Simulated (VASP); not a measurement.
Consider the following.

```
Sr
1.0
    4.30917     0.00000     0.00000
   -2.15459     3.73185     0.00000
    0.00000     0.00000    25.59005
Sr
3
Direct
  0.33333   0.66667   0.36251
  0.00000   0.00000   0.50000
  0.66667   0.33333   0.63749
```

Computed with r2SCAN meta-GGA, VASP's PBE PAW potentials (set 64) (plane waves; VASP 6.6.1). Numerical set-up: PREC = Normal, 400 eV cut-off, 8×8×1 Γ-centred mesh, first-order Methfessel-Paxton smearing of 0.10 eV, potentials Sr_sv.

Task: Which forces act on the atoms, in eV/Å?

Result: 
```csv
atom,Fx,Fy,Fz
Sr1,0.000,0.000,0.076
Sr2,0.000,0.000,0.000
Sr3,0.000,0.000,-0.076
```

Task: Give the stress tensor in GPa (positive for a compressed cell).

Result: 
```
 0.03   0.00   0.00
 0.00   0.03   0.00
 0.00   0.00  -0.23
```
The pressure is its mean diagonal, -0.06 GPa.

The cell is a thin slab with vacuum, built from Sr (fcc): (111) face.
